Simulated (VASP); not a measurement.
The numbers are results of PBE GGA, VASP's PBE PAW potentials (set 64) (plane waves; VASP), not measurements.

VASP input:

### KPOINTS
```
Automatic mesh
0
Gamma
19 19 19
```

POSCAR:
```
Cu
1
    0.0000000000     1.8158492781     1.8158492781
    1.8158492781     0.0000000000     1.8158492781
    1.8158492781     1.8158492781    -0.0000000000
Cu
1
Direct
  0.0000000000   1.0000000000   0.0000000000
```

### INCAR
```
ALGO  =  Normal
EDIFF  =  1E-7
ENCUT  =  520
GGA  =  PE
ISIF  =  2
ISMEAR  =  -5
LASPH  =  .TRUE.
LCHARG  =  .TRUE.
LMAXMIX  =  4
LORBIT  =  11
LREAL  =  .FALSE.
LWAVE  =  .FALSE.
NEDOS  =  601
NELM  =  100
PREC  =  Accurate
SYSTEM  =  Cu
```

POTCAR, in this order: Cu (PBE.64 set). Program: vasp_std.

The resulting files:

**OUTCAR**
```
 ion  position               nearest neighbor table
   1  0.000  0.000  0.000-
  LATTYP: Found a face centered cubic cell.
 ALAT       =     3.6316985562
 Subroutine PRICEL returns:
 Original cell was already a primitive cell.
 Subroutine GETGRP returns: Found 48 space group operations
The static configuration has the point symmetry O_h .
The dynamic configuration has the point symmetry O_h .
 Subroutine INISYM returns: Found 48 space group operations
 Subroutine IBZKPT returns following result:
 Found    220 irreducible k-points:

 Following reciprocal coordinates:
            Coordinates               Weight
  0.000000  0.000000  0.000000      1.000000
  0.052632  0.000000  0.000000      8.000000
  0.105263  0.000000  0.000000      8.000000
  0.157895  0.000000  0.000000      8.000000
  0.210526  0.000000  0.000000      8.000000
  0.263158  0.000000  0.000000      8.000000
  0.315789  0.000000  0.000000      8.000000
  0.368421  0.000000  0.000000      8.000000
  0.421053  0.000000  0.000000      8.000000
  0.473684  0.000000  0.000000      8.000000
  0.052632  0.052632  0.000000      6.000000
  0.105263  0.052632  0.000000     24.000000
  0.157895  0.052632  0.000000     24.000000
  0.210526  0.052632  0.000000     24.000000
  0.263158  0.052632  0.000000     24.000000
  0.315789  0.052632  0.000000     24.000000
  0.368421  0.052632  0.000000     24.000000
  0.421053  0.052632  0.000000     24.000000
  0.473684  0.052632  0.000000     24.000000
 -0.473684  0.052632  0.000000     24.000000
 -0.421053  0.052632  0.000000     24.000000
 -0.368421  0.052632  0.000000     24.000000
 -0.315789  0.052632  0.000000     24.000000
 -0.263158  0.052632  0.000000     24.000000
 -0.210526  0.052632  0.000000     24.000000
...
```

File OSZICAR:
```
       N       E                     dE             d eps       ncg     rms          rms(c)
DAV:   1     0.364929919296E+02    0.36493E+02   -0.56923E+03  4064   0.204E+03
DAV:   2    -0.418010832438E+01   -0.40673E+02   -0.38644E+02  4000   0.197E+02
DAV:   3    -0.462212258234E+01   -0.44201E+00   -0.44099E+00  4727   0.296E+01
DAV:   4    -0.462529056228E+01   -0.31680E-02   -0.31684E-02  4867   0.228E+00
DAV:   5    -0.462532883211E+01   -0.38270E-04   -0.38280E-04  4691   0.198E-01    0.765E+00
DAV:   6    -0.411652607460E+01    0.50880E+00   -0.17114E+01  4186   0.963E+01    0.399E+00
DAV:   7    -0.373914011213E+01    0.37739E+00   -0.27163E+00  4203   0.381E+01    0.566E-01
DAV:   8    -0.372877932170E+01    0.10361E-01   -0.54222E-03  4277   0.138E+00    0.310E-01
DAV:   9    -0.372705662690E+01    0.17227E-02   -0.11990E-02  4373   0.237E+00    0.312E-02
DAV:  10    -0.372705982912E+01   -0.32022E-05   -0.50126E-05  5870   0.144E-01    0.835E-03
DAV:  11    -0.372705887347E+01    0.95565E-06   -0.73826E-07  4394   0.166E-02    0.679E-04
DAV:  12    -0.372705894039E+01   -0.66914E-07   -0.43144E-08  2732   0.414E-03
   1 F= -.37270589E+01 E0= -.37270589E+01  d E =0.000000E+00
```

OUTCAR:
```
------------------------ aborting loop because EDIFF is reached ----------------------------------------
  FORCE on cell =-STRESS in cart. coord.  units (eV):
  Direction    XX          YY          ZZ          XY          YZ          ZX
  --------------------------------------------------------------------------------------
  Total        0.0190112      0.0190112      0.0190112     -0.0000000      0.0000000      0.0000000
  in kB        2.5436056      2.5436056      2.5436056     -0.0000000      0.0000000      0.0000000
  external PRESSURE =       2.5436056 kB  Pullay stress =       0.0000000 kB
  volume of cell :       11.97
      direct lattice vectors                 reciprocal lattice vectors
     0.000000000  1.815849278  1.815849278    -0.275353250  0.275353250  0.275353250
     1.815849278  0.000000000  1.815849278     0.275353250 -0.275353250  0.275353250
     1.815849278  1.815849278  0.000000000     0.275353250  0.275353250 -0.275353250
 POSITION                                       TOTAL-FORCE (eV/Angst)
 -----------------------------------------------------------------------------------
      0.00000      0.00000      0.00000         0.000000     -0.000000      0.000000
 -----------------------------------------------------------------------------------
    total drift:                               -0.000000     -0.000000     -0.000000
  FREE ENERGIE OF THE ION-ELECTRON SYSTEM (eV)
  ---------------------------------------------------
  free  energy   TOTEN  =        -3.7270589404 eV

  energy  without entropy=       -3.7270589404  energy(sigma->0) =       -3.72705894

 total charge

# of ion       s       p       d       tot
------------------------------------------
    1        0.443   0.373   9.172   9.987
```
(Selected blocks of OUTCAR.)

For a metal the tetrahedron method with Blöchl corrections gives inexact stress and forces.

The compound is Cu in the fcc structure. It was relaxed first.
